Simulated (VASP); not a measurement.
Computed with PW91 GGA, VASP's PBE PAW potentials (set 64) (plane waves; VASP).

A VASP calculation is set up with these files.

### KPOINTS
```
Automatic mesh
0
Gamma
8 8 8
0 0 0
```

**INCAR**
```
SYSTEM = KF
PREC = Accurate; ENCUT = 520; LREAL = .FALSE.
LASPH = .TRUE.
EDIFF = 1E-7; NELM = 100; ALGO = Normal
ISMEAR = 0; SIGMA = 0.05
GGA = 91
ISIF = 2
LWAVE = .FALSE.; LCHARG = .FALSE.
```

POSCAR:
```
KF
1
    0.0000000000     2.6484780582     2.6484780582
    2.6484780582     0.0000000000     2.6484780582
    2.6484780582     2.6484780582     0.0000000000
K F
1 1
Direct
  0.0000000000   0.0000000000   0.0000000000
  0.5000000000   0.5000000000   0.5000000000
```

POTCAR, in this order: K_sv F (PBE.64 set). Program: vasp_std.

The resulting files:

OUTCAR:
```
 ion  position               nearest neighbor table
   1  0.000  0.000  0.000-   2 2.65   2 2.65   2 2.65   2 2.65   2 2.65   2 2.65
   2  0.500  0.500  0.500-   1 2.65   1 2.65   1 2.65   1 2.65   1 2.65   1 2.65
  LATTYP: Found a face centered cubic cell.
 ALAT       =     5.2969561164
 Subroutine PRICEL returns:
 Original cell was already a primitive cell.
 Subroutine GETGRP returns: Found 48 space group operations
The static configuration has the point symmetry O_h .
The dynamic configuration has the point symmetry O_h .
 Subroutine INISYM returns: Found 48 space group operations
 Subroutine IBZKPT returns following result:
 Found     29 irreducible k-points:

 Following reciprocal coordinates:
            Coordinates               Weight
  0.000000  0.000000  0.000000      1.000000
  0.125000  0.000000  0.000000      8.000000
  0.250000  0.000000  0.000000      8.000000
  0.375000  0.000000  0.000000      8.000000
  0.500000  0.000000  0.000000      4.000000
  0.125000  0.125000  0.000000      6.000000
  0.250000  0.125000  0.000000     24.000000
  0.375000  0.125000  0.000000     24.000000
  0.500000  0.125000  0.000000     24.000000
...
```

**OSZICAR**
```
       N       E                     dE             d eps       ncg     rms          rms(c)
DAV:   1     0.121612558912E+03    0.12161E+03   -0.85412E+03   696   0.130E+03
DAV:   2    -0.443072465801E+01   -0.12604E+03   -0.11486E+03   852   0.331E+02
DAV:   3    -0.950932936366E+01   -0.50786E+01   -0.50542E+01   896   0.649E+01
DAV:   4    -0.966117084567E+01   -0.15184E+00   -0.15171E+00  1064   0.975E+00
DAV:   5    -0.966240903844E+01   -0.12382E-02   -0.12382E-02   876   0.104E+00    0.649E+00
DAV:   6    -0.839575310166E+01    0.12667E+01   -0.44368E+00   740   0.191E+01    0.408E+00
DAV:   7    -0.837048711602E+01    0.25266E-01   -0.12661E-01   948   0.317E+00    0.248E+00
DAV:   8    -0.836877583424E+01    0.17113E-02   -0.55172E-02   760   0.279E+00    0.217E-01
DAV:   9    -0.837029772899E+01   -0.15219E-02   -0.67737E-03   924   0.681E-01    0.124E-01
DAV:  10    -0.837099280785E+01   -0.69508E-03   -0.11582E-03   744   0.345E-01    0.617E-02
DAV:  11    -0.837109134323E+01   -0.98535E-04   -0.47762E-04   764   0.183E-01    0.224E-02
DAV:  12    -0.837108005312E+01    0.11290E-04   -0.70557E-05   872   0.741E-02    0.581E-03
DAV:  13    -0.837108061785E+01   -0.56473E-06   -0.48936E-06   768   0.223E-02    0.192E-03
DAV:  14    -0.837108065939E+01   -0.41542E-07   -0.25941E-07   860   0.498E-03
   1 F= -.83710807E+01 E0= -.83710807E+01  d E =-.605678E-21
```

File OUTCAR:
```
------------------------ aborting loop because EDIFF is reached ----------------------------------------
  FORCE on cell =-STRESS in cart. coord.  units (eV):
  Direction    XX          YY          ZZ          XY          YZ          ZX
  --------------------------------------------------------------------------------------
  Total        0.5095121      0.5095121      0.5095121      0.0000000      0.0000000      0.0000000
  in kB       21.9708020     21.9708020     21.9708020      0.0000000      0.0000000      0.0000000
  external PRESSURE =      21.9708020 kB  Pullay stress =       0.0000000 kB
  volume of cell :       37.16
      direct lattice vectors                 reciprocal lattice vectors
     0.000000000  2.648478058  2.648478058    -0.188787669  0.188787669  0.188787669
     2.648478058  0.000000000  2.648478058     0.188787669 -0.188787669  0.188787669
     2.648478058  2.648478058  0.000000000     0.188787669  0.188787669 -0.188787669
  FREE ENERGIE OF THE ION-ELECTRON SYSTEM (eV)
  ---------------------------------------------------
  free  energy   TOTEN  =        -8.3710806594 eV

  energy  without entropy=       -8.3710806594  energy(sigma->0) =       -8.37108066
```
(Selected blocks of OUTCAR.)

The compound is KF in the rock salt structure. This cell is one point of a volume scan, at 0.94 of the reference volume.
